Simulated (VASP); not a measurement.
# SrSc3Zn (Cmmm) in VASP: a series of runs

Runs on SrSc3Zn. Level: PBE. Tasks: single point, relaxation of cell and atoms.

Everything below comes from runs of VASP 6.6.1. Logs are shortened: lines on timing, memory, paths and dates and some standing lists are left out, and cuts for length are marked.

## (1) The cell of the first run

It takes space group Cmmm (No. 65, orthorhombic). The conventional cell has a = 7.331 Å, b = 7.420 Å, c = 5.851 Å, α = 90.00°, β = 90.00°, γ = 90.00°. Around Sr (site symmetry mmm) lie 2 Sc at 2.93 Å. Around Sc (site symmetry 2/m) lie 2 Sc at 2.61 Å. Sc (site symmetry mmm) is surrounded by 4 Sc at 2.61 Å and 2 Sr at 2.93 Å. Around Zn (site symmetry mmm) lie 4 Sr at 3.67 to 3.71 Å and 8 Sc at 3.92 Å.

The cell was built by a generator and needn't be a form met in nature.

## (2) Single point, PBE (random cell by space group and Wyckoff sites (Cmmm, No. 65))

INCAR

```
SYSTEM = SrSc3Zn
PREC = Accurate ; ENCUT = 520
EDIFF = 1E-6 ; ISMEAR = 0
SIGMA = 0.1 ; LREAL = .False.
LASPH = .True. ; NELM = 100
ALGO = Fast ; ISIF = 2
LWAVE = .False. ; LCHARG = .False.
GGA = PE ; NBANDS = 36
```

KPOINTS

```
regular mesh
0
Gamma
  4 4 4
  0 0 0
```

POSCAR

```
SrSc3Zn
1.0
    3.6656940215     -3.7101976065      0.0000000000
    3.6656940215      3.7101976065      0.0000000000
    0.0000000000      0.0000000000      5.8509543297
Sr Sc Zn
1 3 1
Direct
    0.0000000000      0.0000000000      0.0000000000
    0.0000000000      0.5000000000      0.5000000000
    0.5000000000      0.0000000000      0.5000000000
    0.0000000000      0.0000000000      0.5000000000
    0.5000000000      0.5000000000      0.0000000000
```

Potentials or basis: VASP PAW PBE potentials, release 64 (Sr_sv, Sc_sv, Zn).

Run with:

```sh
> cat potpaw_PBE.64/Sr_sv/POTCAR potpaw_PBE.64/Sc_sv/POTCAR potpaw_PBE.64/Zn/POTCAR > POTCAR
> mpirun -np 1 vasp_std > vasp.out
```

OUTCAR:

```text
SYSTEM = SrSc3Zn
   PREC = Accurate
   ENCUT = 520
   EDIFF = 1E-6
   ISMEAR = 0
   LREAL = .False.
   LASPH = .True.
   NELM = 100
   ISIF = 2
   GGA = PE

 ion  position               nearest neighbor table
   1  0.000  0.000  0.000-   4 2.93   4 2.93   5 3.67   5 3.67   5 3.71   5 3.71   2 3.92   2 3.92
                             3 3.92   2 3.92   3 3.92   2 3.92   3 3.92   3 3.92
   2  0.000  0.500  0.500-   4 2.61   4 2.61   1 3.92   1 3.92   1 3.92   1 3.92
   3  0.500  0.000  0.500-   4 2.61   4 2.61   1 3.92   1 3.92   1 3.92   1 3.92
   4  0.000  0.000  0.500-   2 2.61   3 2.61   2 2.61   3 2.61   1 2.93   1 2.93
   5  0.500  0.500  0.000-   1 3.67   1 3.67   1 3.71   1 3.71

  LATTYP: Found a base centered orthorhombic cell.
 ALAT       =     7.3313880430
 B/A-ratio  =     1.0121405619
 C/A-ratio  =     0.7980691099

  Lattice vectors:

 A1 = (   3.6656940215,  -3.7101976065,   0.0000000000)
 A2 = (   3.6656940215,   3.7101976065,   0.0000000000)
 A3 = (   0.0000000000,   0.0000000000,   5.8509543297)

Analysis of symmetry for initial positions (statically):
=====================================================================
 Subroutine PRICEL returns:
 Original cell was already a primitive cell.

 Routine SETGRP: Setting up the symmetry group for a
 base centered orthorhombic supercell.

 Subroutine GETGRP returns: Found  8 space group operations
 (whereof  8 operations were pure point group operations)
 out of a pool of  8 trial point group operations.

The static configuration has the point symmetry D_2h.

Analysis of symmetry for dynamics (positions and initial velocities):
=====================================================================
 Subroutine PRICEL returns:
 Original cell was already a primitive cell.

 Routine SETGRP: Setting up the symmetry group for a
 base centered orthorhombic supercell.

 Subroutine GETGRP returns: Found  8 space group operations
 (whereof  8 operations were pure point group operations)
 out of a pool of  8 trial point group operations.

The dynamic configuration has the point symmetry D_2h.

 Subroutine INISYM returns: Found  8 space group operations
 (whereof  8 operations are pure point group operations),
 and found     1 'primitive' translations

----------------------------------------------------------------------------------------

                                     Primitive cell

  volume of cell :     159.1512

  direct lattice vectors                    reciprocal lattice vectors
     3.665694021 -3.710197606  0.000000000     0.136399819 -0.134763712  0.000000000
     3.665694021  3.710197606  0.000000000     0.136399819  0.134763712  0.000000000
     0.000000000  0.000000000  5.850954330     0.000000000  0.000000000  0.170912289

  length of vectors
     5.215637922  5.215637922  5.850954330     0.191745061  0.191745061  0.170912289

  position of ions in fractional coordinates (direct lattice)
     0.000000000  0.000000000  0.000000000
     0.000000000  0.500000000  0.500000000
     0.500000000  0.000000000  0.500000000
     0.000000000  0.000000000  0.500000000
     0.500000000  0.500000000  0.000000000

  ion indices of the primitive-cell ions
   primitive index   ion index
                 1           1
                 2           2
                 3           3
                 4           4
                 5           5

----------------------------------------------------------------------------------------

 KPOINTS: regular mesh

Automatic generation of k-mesh.
 Grid dimensions read from file:
 generate k-points for:    4    4    4

 Generating k-lattice:

  Cartesian coordinates                     Fractional coordinates (reciprocal lattice)
     0.034099955 -0.033690928  0.000000000     0.250000000  0.000000000  0.000000000
     0.034099955  0.033690928  0.000000000     0.000000000  0.250000000  0.000000000
     0.000000000  0.000000000  0.042728072     0.000000000  0.000000000  0.250000000

  Length of vectors
     0.047936265  0.047936265  0.042728072

  Shift w.r.t. Gamma in fractional coordinates (k-lattice)
     0.000000000  0.000000000  0.000000000

 Subroutine IBZKPT returns following result:
 ===========================================

 Found     21 irreducible k-points:

 Following reciprocal coordinates:
            Coordinates               Weight
  0.000000  0.000000  0.000000      1.000000
  0.250000 -0.000000  0.000000      4.000000
  0.500000 -0.000000  0.000000      2.000000
  0.250000  0.250000  0.000000      2.000000
  0.500000  0.250000  0.000000      4.000000
 -0.250000  0.250000  0.000000      2.000000
[... 13 lines left out ...]
 -0.250000  0.250000  0.500000      2.000000
  0.500000  0.500000  0.500000      1.000000
   k-points           NKPTS =     21   k-points in BZ     NKDIM =     21   number of bands    NBANDS=     36
   number of dos      NEDOS =    301   number of ions     NIONS =      5
   total plane-waves  NPLWV =  76800
   dimension x,y,z NGX =    40 NGY =   40 NGZ =   48
   dimension x,y,z NGXF=    80 NGYF=   80 NGZF=   96
   ions per type =               1   3   1
   NGX,Y,Z   is equivalent  to a cutoff of  12.75, 12.75, 13.64 a.u.
   NGXF,Y,Z  is equivalent  to a cutoff of  25.50, 25.50, 27.28 a.u.
 SYSTEM =  SrSc3Zn
   PREC   = accura    normal or accurate (medium, high low for compatibility)
   ISTART =      0    job   : 0-new  1-cont  2-samecut
   ICHARG =      2    charge: 1-file 2-atom 10-const
   ISPIN  =      1    spin polarized calculation?
   LNONCOLLINEAR =      F non collinear calculations
   LSORBIT =      F    spin-orbit coupling
   LASPH  =      T    aspherical Exc in radial PAW
   ENCUT  =  520.0 eV  38.22 Ry    6.18 a.u.   9.70  9.70 10.88*2*pi/ulx,y,z
   NELM   =    100;   NELMIN=  2; NELMDL= -5     # of ELM steps
   EDIFF  = 0.1E-05   stopping-criterion for ELM
   LREAL  =      F    real-space projection
   EDIFFG = 0.1E-04   stopping-criterion for IOM
   NSW    =      0    number of steps for IOM
   IBRION =     -1    ionic relax: 0-MD 1-quasi-New 2-CG
   NFREE  =      0    steps in history (QN), initial steepest desc. (CG)
   ISIF   =      2    stress and relaxation
   ISYM   =      2    0-nonsym 1-usesym 2-fastsym
   POTIM  = 0.5000    time-step for ionic-motion
   TEBEG  =    0.0;   TEEND  =   0.0 temperature during run
   PSTRESS=    0.0 pullay stress
   NELECT =      55.0000    total number of electrons
   NUPDOWN=      -1.0000    fix difference up-down
   EMIN   =  10.00;   EMAX   =-10.00  energy-range for DOS
   EFERMI =   0.00;   METHOD = LEGACY
   ISMEAR =     0;   SIGMA  =   0.10  broadening in eV -4-tet -1-fermi 0-gaus
   EFERMI_NEDOS =   21; number of points for ismear=-14 and -15
   IALGO  =     68    algorithm
   IMIX   =      4    mixing-type and parameters
     AMIX     =   0.40;   BMIX     =  1.00
     AMIX_MAG =   1.60;   BMIX_MAG =  1.00
  volume/ion in A,a.u.               =      31.83       214.80
  Fermi-wavevector in a.u.,A,eV,Ry     =   1.148839  2.170990 17.957384  1.319830
  Thomas-Fermi vector in A             =   2.285512
   LORBIT       =      0    0 simple, 1 ext, 2 COOP (PROOUT), +10 PAW based schemes
   GGA     = PE    functional components
   LHFCALC =     F    Hartree Fock is set to
   AEXX    =    0.0000 exact exchange contribution
   IVDW    =     0    specifies the selected vdW correction
   LEPSILON=     F    determine dielectric tensor
   LRPA    =     F    only Hartree local field effects (RPA)
 non-spin polarized calculation
 RMM-DIIS sequential band-by-band and
 Gauss-broadening in eV      SIGMA  =   0.10
  energy-cutoff  :      520.00
  volume of cell :      159.15
 maximum number of plane-waves:      4329
 NGX is ok and might be reduce to    40
   NGX = 19   NGY = 19   NGZ = 21

 number of electron      54.9999978 magnetization

 Free energy of the ion-electron system (eV)
  ---------------------------------------------------
  ext. energy  EPLUGINS =         0.00000000
  ---------------------------------------------------
  free energy    TOTEN  =       -17.15793987 eV

  energy without entropy =      -17.13822502  energy(sigma->0) =      -17.14808245

 E-fermi :   1.9112     XC(G=0):  -8.6402

 val. band max:        1.9040535116   @ k =   0.5000   0.5000   0.0000
 cond. band min:       1.9207407618   @ k =   0.2500  -0.0000   0.2500
 fundamental gap:      0.0166872502
 Fermi energy:         1.9112442567

 k-point     1 :       0.0000    0.0000    0.0000
  band No.  band energies     occupation
      1     -47.8587      2.00000
      2     -47.8302      2.00000
      3     -46.5171      2.00000
      4     -33.6653      2.00000
      5     -26.7799      2.00000
      6     -26.7722      2.00000
[... 28 lines left out ...]
     35       3.8374      0.00000
     36       4.4349      0.00000

 k-point     2 :       0.2500   -0.0000    0.0000
  band No.  band energies     occupation
      1     -47.8525      2.00000
      2     -47.8318      2.00000
      3     -46.5232      2.00000
      4     -33.6652      2.00000
      5     -26.7686      2.00000
      6     -26.6410      2.00000
[... 28 lines left out ...]
     35       3.9639      0.00000
     36       4.2146      0.00000

 k-point     3 :       0.5000   -0.0000    0.0000
  band No.  band energies     occupation
      1     -47.8445      2.00000
      2     -47.8351      2.00000
      3     -46.5293      2.00000
      4     -33.6651      2.00000
      5     -26.7606      2.00000
      6     -26.5267      2.00000
[... 28 lines left out ...]
     35       3.7777      0.00000
     36       3.7862      0.00000
[... 625 lines left out ...]
 k-point    20 :      -0.2500    0.2500    0.5000
  band No.  band energies     occupation
      1     -47.8472      2.00000
      2     -47.8325      2.00000
      3     -46.5292      2.00000
      4     -33.6694      2.00000
      5     -26.6440      2.00000
      6     -26.6198      2.00000
[... 28 lines left out ...]
     35       3.5071      0.00000
     36       4.7301      0.00000

 k-point    21 :       0.5000    0.5000    0.5000
  band No.  band energies     occupation
      1     -47.8355      2.00000
      2     -47.8347      2.00000
      3     -46.5417      2.00000
      4     -33.6691      2.00000
      5     -26.5482      2.00000
      6     -26.5199      2.00000
[... 28 lines left out ...]
     35       4.3105      0.00000
     36       4.3804      0.00000

------------------------ aborting loop because EDIFF is reached ----------------------------------------

  FORCE on cell =-STRESS in cart. coord.  units (eV):
  Direction    XX          YY          ZZ          XY          YZ          ZX
  --------------------------------------------------------------------------------------
  -------------------------------------------------------------------------------------
  Total        0.3653163      0.2190103      0.0536249     -0.0000000      0.0000000      0.0000000
  in kB        3.6776435      2.2047795      0.5398425     -0.0000000      0.0000000      0.0000000
  external PRESSURE =       2.1407552 kB  Pullay stress =       0.0000000 kB

 VOLUME and BASIS-vectors are now :
 -----------------------------------------------------------------------------
  energy-cutoff  :      520.00
  volume of cell :      159.15
      direct lattice vectors                 reciprocal lattice vectors
     3.665694021 -3.710197606  0.000000000     0.136399819 -0.134763712  0.000000000
     3.665694021  3.710197606  0.000000000     0.136399819  0.134763712  0.000000000
     0.000000000  0.000000000  5.850954330     0.000000000  0.000000000  0.170912289

 POSITION                                       TOTAL-FORCE (eV/Angst)
 -----------------------------------------------------------------------------------
      0.00000      0.00000      0.00000        -0.000000     -0.000000      0.000000
      1.83285      1.85510      2.92548         0.000000     -0.000000      0.000000
      1.83285     -1.85510      2.92548        -0.000000     -0.000000      0.000000
      0.00000      0.00000      2.92548        -0.000000      0.000000      0.000000
      3.66569      0.00000      0.00000        -0.000000      0.000000      0.000000
 -----------------------------------------------------------------------------------
    total drift:                               -0.000000      0.000000     -0.000000

  FREE ENERGIE OF THE ION-ELECTRON SYSTEM (eV)
  ---------------------------------------------------
  free  energy   TOTEN  =       -17.1579398736 eV

  energy  without entropy=      -17.1382250164  energy(sigma->0) =      -17.14808245
```

It took 3.3 min on 1 thread of AMD EPYC 9R45 (Zen 5), shared host; peak memory 0.31 GiB.

Results:

```
Free energy            : -17.1579 eV
Pressure               : 0.2 GPa
Band gap on the k mesh : none (metal or under the smearing width)
```

Stress tensor (GPa, compression positive):
```
0.37 0.00 0.00
0.00 0.22 0.00
0.00 0.00 0.05
```

## (3) Relaxation of cell and atoms, PBE (random cell by space group and Wyckoff sites (Cmmm, No. 65))

INCAR

```
ALGO = Fast
EDIFF = 1E-6
EDIFFG = -0.04
ENCUT = 600
GGA = PE
IBRION = 2
ISIF = 3
ISMEAR = 0
LASPH = True
LCHARG = False
LREAL = False
LWAVE = False
NELM = 100
NSW = 90
PREC = Accurate
SIGMA = 0.1
```

KPOINTS

```
k-points
0
Gamma
  4 4 4
```

Edit POSCAR of step 2 so:

```diff
@@ -2,5 +2,5 @@
 1.0
-    3.6656940215     -3.7101976065      0.0000000000
-    3.6656940215      3.7101976065      0.0000000000
-    0.0000000000      0.0000000000      5.8509543297
+    2.7504841800     -3.7390026500      0.0000000000
+    2.7504841800      3.7390026500      0.0000000000
+    0.0000000000      0.0000000000      5.6110302800
 Sr Sc Zn
```

Potentials or basis: VASP PAW PBE potentials, release 64 (Sr_sv, Sc_sv, Zn).

Run with:

```sh
> cat potpaw_PBE.64/Sr_sv/POTCAR potpaw_PBE.64/Sc_sv/POTCAR potpaw_PBE.64/Zn/POTCAR > POTCAR
> mpirun -np 1 vasp_std > vasp.out
```

Wall time 23 min (1 thread of AMD EPYC 9R45 (Zen 5), shared host); peak memory 0.33 GiB.

The run converged. Its results:

```
Free energy                            : -17.1411 eV
Relaxed volume                         : 32.05 Å³/atom
Relaxed cell                           : a = 5.232 Å, b = 5.232 Å, c = 5.855 Å, α = 90.00°, β = 90.00°, γ = 90.61°
Space group after relaxing (to 0.05 Å) : Cmmm (No. 65)
Energy gained by relaxing              : 536.1 meV/atom
Ionic steps                            : 12
Pressure after relaxing                : 0.0 GPa
Band gap on the k mesh                 : none (metal or under the smearing width)
```

Step by step:
```csv
step,energy change (eV),largest force (eV/Å),pressure (GPa),volume (Å³)
1,0.0000,0.0000,15.02,115.41
2,-2.5219,0.0000,1.37,154.44
3,-2.5355,0.0000,-1.14,172.54
4,-2.5787,0.0000,-0.15,164.44
5,-2.5790,0.0000,-0.03,163.37
6,-2.6057,0.0000,-0.04,163.17
7,-2.6414,0.0000,-0.01,162.58
8,-2.6169,0.0000,0.29,160.74
9,-2.6484,0.0000,0.04,162.12
10,-2.6710,0.0000,-0.12,162.20
11,-2.6791,0.0000,-0.22,162.16
12,-2.6805,0.0000,0.00,160.27
```

Final structure:
```
Sr Sc Zn
1.0
     3.68016   -3.71941    0.00000
     3.68016    3.71941    0.00000
     0.00000    0.00000    5.85458
Sr Sc Zn
1 3 1
Direct
  0.00000 0.00000 0.00000
  0.00000 0.50000 0.50000
  0.50000 0.00000 0.50000
  0.00000 0.00000 0.50000
  0.50000 0.50000 0.00000
```

Levels at points of the mesh, in eV from the Fermi level:
| k point | band 26 | band 27 | band 28 | band 29 | band 30 | band 31 |
| --- | --- | --- | --- | --- | --- | --- |
| (0.00, 0.00, 0.00) | -0.84 | -0.51 | -0.17 | 0.26 | 0.56 | 0.57 |
| (0.50, 0.00, 0.00) | -0.70 | -0.37 | 0.44 | 0.46 | 0.58 | 0.72 |
| (0.50, 0.50, 0.00) | 0.00 | 0.02 | 0.15 | 0.25 | 0.65 | 0.69 |
| (0.00, 0.00, 0.50) | -0.56 | -0.41 | -0.20 | 0.77 | 1.30 | 1.30 |
| (0.50, 0.00, 0.50) | -0.49 | -0.25 | 0.50 | 0.53 | 0.64 | 0.99 |
| (0.50, 0.50, 0.50) | -0.63 | -0.38 | -0.35 | 0.09 | 1.20 | 1.24 |

Caveat: the volume moved by over 15 % at a fixed basis, so the end points are rough.
